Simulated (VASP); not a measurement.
A convergence study with VASP on BN (zinc blende): one setting is varied, all else stays as given below, so the limit is that of these other settings.

```xyz
2
Lattice="0.0000 1.8075 1.8075 1.8075 0.0000 1.8075 1.8075 1.8075 0.0000" Properties=species:S:1:pos:R:3 pbc="T T T"
B      0.0000     0.0000     0.0000
N      0.9038     0.9038     0.9038
```

Method: LDA (Ceperley-Alder, Perdew-Zunger), VASP's LDA PAW potentials (set 64) (plane waves; VASP). The tightest run used: 700 eV cut-off, 10×10×10 Γ-centred mesh, Gaussian smearing of 0.010 eV, potentials B N.

```tsv
setting	highest Γ mode (cm⁻¹)	plane waves
ENCUT = 300	1055.0	150
ENCUT = 400	1034.6	228
ENCUT = 500	1033.3	311
```

These are the cheaper rows. Estimate the results at ENCUT = 700, and how far the last row shown lies from them.

```tsv
quantity	tightest run	last row shown is off by
highest Γ mode (cm⁻¹)	1032.6	0.7
```

Left out are rungs that failed or repeat a setting and relaxations that didn't move; long series are thinned to 24 rows.

The compound is BN in the zinc blende structure. The cell was not relaxed at this level.
